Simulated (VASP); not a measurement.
Here is the system:

```xyz
2
Lattice="0.0000 2.9865 2.9865 2.9865 0.0000 2.9865 2.9865 2.9865 0.0000" Properties=species:S:1:pos:R:3 pbc="T T T"
Cu     0.0000     0.0000     0.0000
I      1.4932     1.4932     1.4932
```

Calculation: AM05 GGA, VASP's PBE PAW potentials (set 64) (plane waves; VASP). Run with 520 eV cut-off, 8×8×8 Γ-centred mesh, Gaussian smearing of 0.050 eV, potentials Cu I.

Unless said otherwise, spin-orbit coupling is left out, though it shifts the bands of the heavy elements here.

**Question.** Predict the energy per atom (σ→0), band gap (on the k-mesh) with the smallest direct gap where there is one.

**Answer.** 
band gap (on the k-mesh): 1.25 eV
smallest direct gap (on the k-mesh): 1.25 eV
energy per atom (σ→0): -2.903 eV/atom

Total energies compare only between runs with the same potentials, cut-off and functional.

The compound is CuI in the zinc blende structure. It was relaxed first.
